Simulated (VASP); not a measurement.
## SmSnAu (space group P6_3/mmc): computed properties

Computed with PBEsol GGA, VASP's PBE PAW potentials (set 64) (plane waves; VASP).

| Quantity | Value |
|---|---|
| space group | P6_3/mmc (194) |
| cell | a = b = 4.6768 Å, c = 7.4794 Å, α = β = 90.00°, γ = 120.00° |
| volume per atom | 23.61 Å³/atom |
| band gap (over mesh and band path) | none (metal, semimetal or under 0.01 eV) |
| band gap with spin-orbit coupling | none (metallic) |
| density | 10.92 g/cm³ |

```
AuSmSn
1.0
    4.67676     0.00000     0.00000
   -2.33838     4.05019     0.00000
    0.00000     0.00000     7.47940
Sm Sn Au
2 2 2
Direct
  0.00000   0.00000   0.50000
  0.00000   0.00000   0.00000
  0.66667   0.33333   0.75000
  0.33333   0.66667   0.25000
  0.66667   0.33333   0.25000
  0.33333   0.66667   0.75000
```

The 4f electrons are frozen in the core of the lanthanide potential, so 4f levels, which can set the real gap, and their magnetism are missing. Unless said otherwise, spin-orbit coupling is left out, though it shifts the bands of the heavy elements here.

The structure comes from a computed database's SmSnAu entry (P6_3/mmc); how it stands against other phases isn't given here. It was relaxed first, which changed the volume by -6 %. Symmetry was kept, so distortions that lower it aren't found.
